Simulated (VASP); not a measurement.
Output of a VASP run:

**OSZICAR**
```
       N       E                     dE             d eps       ncg     rms          rms(c)
DAV:   1     0.110941785186E+03    0.11094E+03   -0.98408E+03  6240   0.155E+03
DAV:   2    -0.215349922106E+02   -0.13248E+03   -0.12960E+03  7075   0.383E+02
DAV:   3    -0.254769326623E+02   -0.39419E+01   -0.39122E+01  7660   0.611E+01
DAV:   4    -0.255150838698E+02   -0.38151E-01   -0.38126E-01  6848   0.633E+00
DAV:   5    -0.255153979221E+02   -0.31405E-03   -0.31401E-03  7340   0.591E-01    0.326E+01
DAV:   6    -0.225315773586E+02    0.29838E+01   -0.95568E+00  7040   0.318E+01    0.869E+00
DAV:   7    -0.224678881610E+02    0.63689E-01   -0.41281E-01  6485   0.576E+00    0.617E+00
DAV:   8    -0.224421378897E+02    0.25750E-01   -0.68481E-02  6910   0.251E+00    0.879E-01
DAV:   9    -0.224411548149E+02    0.98307E-03   -0.36590E-03  6738   0.482E-01    0.141E-01
DAV:  10    -0.224411051917E+02    0.49623E-04   -0.26018E-04  7265   0.218E-01    0.726E-02
DAV:  11    -0.224411071395E+02   -0.19478E-05   -0.18363E-05  6875   0.412E-02    0.102E-02
DAV:  12    -0.224411057922E+02    0.13473E-05   -0.45340E-06  6825   0.211E-02    0.299E-03
DAV:  13    -0.224411057320E+02    0.60195E-07   -0.90353E-08  4145   0.324E-03
   1 F= -.23416771E+02 E0= -.23416771E+02  d E =0.000000E+00
```

File OUTCAR:
```
------------------------ aborting loop because EDIFF is reached ----------------------------------------
  Edisp (eV):   -0.97567
  FORCE on cell =-STRESS in cart. coord.  units (eV):
  Direction    XX          YY          ZZ          XY          YZ          ZX
  --------------------------------------------------------------------------------------
  Total      -0.01004    -0.01004     0.07090     0.00000     0.00000    -0.00000
  in kB      -0.77588    -0.77588     5.47817     0.00000     0.00000    -0.00000
  external pressure =        1.31 kB  Pullay stress =        0.00 kB
  volume of cell :       20.74
      direct lattice vectors                 reciprocal lattice vectors
     1.453172676 -2.516968982  0.000000000     0.344074733 -0.198651634  0.000000000
     1.453172676  2.516968982  0.000000000     0.344074733  0.198651634  0.000000000
     0.000000000  0.000000000  2.834518583     0.000000000  0.000000000  0.352793595
 POSITION                                       TOTAL-FORCE (eV/Angst)
 -----------------------------------------------------------------------------------
      0.00000      0.00000      0.00000        -0.000000      0.000000      0.000000
      1.45317      0.83899      1.41726         0.000000     -0.000000      0.000000
 -----------------------------------------------------------------------------------
    total drift:                               -0.000000     -0.000385      0.000000
  FREE ENERGIE OF THE ION-ELECTRON SYSTEM (eV)
  ---------------------------------------------------
  free  energy   TOTEN  =       -23.4167708433 eV

  energy  without entropy=      -23.4167708433  energy(sigma->0) =      -23.41677084

 total charge

# of ion       s       p       d       tot
------------------------------------------
    1        2.349   6.427   3.403  12.179
    2        0.855   1.577   0.000   2.432
--------------------------------------------------
tot          3.204   8.004   3.403  14.611
```
(Selected blocks of OUTCAR.)

POSCAR:
```
WC
1
    1.4531726761    -2.5169689819     0.0000000000
    1.4531726761     2.5169689819    -0.0000000000
    0.0000000000     0.0000000000     2.8345185835
W C
1 1
Direct
  0.0000000000   0.0000000000   1.0000000000
  0.3333330000   0.6666670000   0.5000000000
```

Q: Reconstruct the remaining input files.

A: This is not unique; one that fits is the input of the run itself, PBE GGA with D4 dispersion, plane waves, VASP's PBE PAW potentials (set 64).

INCAR:
```
! general
SYSTEM =WC
PREC   =Accurate
ENCUT  =520
LREAL  =.False.
LASPH  =.True.

! electronic loop
EDIFF  =1E-7
NELM   =100
ALGO   =Normal
LMAXMIX=6

! smearing
ISMEAR =-5

! functional
GGA    =PE
IVDW   =13

! ions
ISIF   =2

! output
LWAVE  =.False.
LCHARG =.True.
LORBIT =11
NEDOS  =601
```

**KPOINTS**
```
Automatic mesh
0
gamma
16 16 14
```

POTCAR, in this order: W_sv C (PBE.64 set). Program: vasp_std.

For a metal the tetrahedron method with Blöchl corrections gives inexact stress and forces.

The compound is WC in the wc structure. It was relaxed first.
